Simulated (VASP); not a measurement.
All values below come from optB88-vdW, VASP's PBE PAW potentials (set 64) (plane waves; VASP 6.6.1).

A VASP calculation is set up with these files.

**POSCAR**
```
Tc
1
    1.3479845159    -2.3347780601     0.0000000000
    1.3479845159     2.3347780601     0.0000000000
    0.0000000000     0.0000000000     4.3074780803
Tc
2
Direct
  0.3333330000   0.6666670000   0.2500000000
  0.6666670000   0.3333330000   0.7500000000
```

INCAR:
```
! general
SYSTEM    =  Tc
PREC      =  Accurate
ENCUT     =  520
LREAL     =  .False.
LASPH     =  .True.

! electronic loop
EDIFF     =  1E-7
NELM      =  100
ALGO      =  Normal
LMAXMIX   =  4

! smearing
ISMEAR    =  1
SIGMA     =  0.1

! functional
GGA       =  BO
LUSE_VDW  =  .True.
AGGAC     =  0.0
PARAM1    =  0.1833333333
PARAM2    =  0.22

! ions
IBRION    =  2
NSW       =  30
ISIF      =  4
EDIFFG    =  -0.01

! output
LWAVE     =  .False.
LCHARG    =  .False.
```

KPOINTS:
```
Automatic mesh
0
Gamma
15 15 8
0 0 0
```

POTCAR, in this order: Tc_pv (PBE.64 set). Program: vasp_std.

**Question.** What will the output report for the number of irreducible k-points (NKPTS), largest plane-wave count, number of space-group operations, FFT grid (NGX, NGY, NGZ)?

**Answer.** 
```
Property                                       Value
--------------------------------------  ------------
number of irreducible k-points (NKPTS)           135
largest plane-wave count                         750
number of space-group operations                  24
FFT grid (NGX, NGY, NGZ)                20 × 20 × 32
```

The compound is Tc in the hcp structure. This cell is one point of a volume scan, at 0.94 of the reference volume. Symmetry was kept, so distortions that lower it aren't found.
